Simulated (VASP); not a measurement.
Input of a VASP 6.6.1 run:

Contents of run.py:

```python
from ase.calculators.vasp import Vasp
from ase.dft.bandgap import bandgap
from ase.io import read

atoms = read('POSCAR')
calc = Vasp(
    directory='calc',
    xc='lda',
    pp='LDA',
    setups='recommended',
    pp_version='54',
    prec='Accurate',
    encut=520,
    ediff=1e-06,
    ismear=0,
    sigma=0.05,
    lreal=False,
    lasph=True,
    nelm=60,
    algo='Normal',
    isif=2,
    lwave=False,
    lcharg=False,
    kpts=[7, 7, 7],
    gamma=True,
    nbands=34,
)
atoms.calc = calc

print('energy (eV):', atoms.get_potential_energy())
print('free energy (eV):', atoms.get_potential_energy(force_consistent=True))
print('forces (eV/A):')
print(atoms.get_forces())
print('stress (eV/A^3, Voigt):', atoms.get_stress())
print('Fermi level (eV):', calc.get_fermi_level())
gap, top, bottom = bandgap(calc)
print('band gap (eV):', gap, 'from (spin, k, band)', top, 'to', bottom)
```

Contents of POSCAR:

```
HfRu3
1.0
    3.9557730000      0.0000000000      0.0000000000
    0.0000000000      3.9557730000      0.0000000000
    0.0000000000      0.0000000000      3.9557730000
Hf Ru
1 3
Direct
    0.0000000000      0.0000000000      0.0000000000
    0.0000000000      0.5000000000      0.5000000000
    0.5000000000      0.0000000000      0.5000000000
    0.5000000000      0.5000000000      0.0000000000
```

Potentials or basis: VASP PAW LDA potentials, release 54 (Hf_pv, Ru_pv).

Run with:

```bash
$ python run.py
```

Question: Predict the band gap on the k mesh.

Answer: None (metal or under the smearing width).

Question: Estimate the pressure.

Answer: -15.1 GPa.

Caveat: so large a pressure means that the cell lies far from this level's equilibrium, or that cutoff or potentials fall short. Spin-orbit coupling is left out, which matters for the levels of Hf.
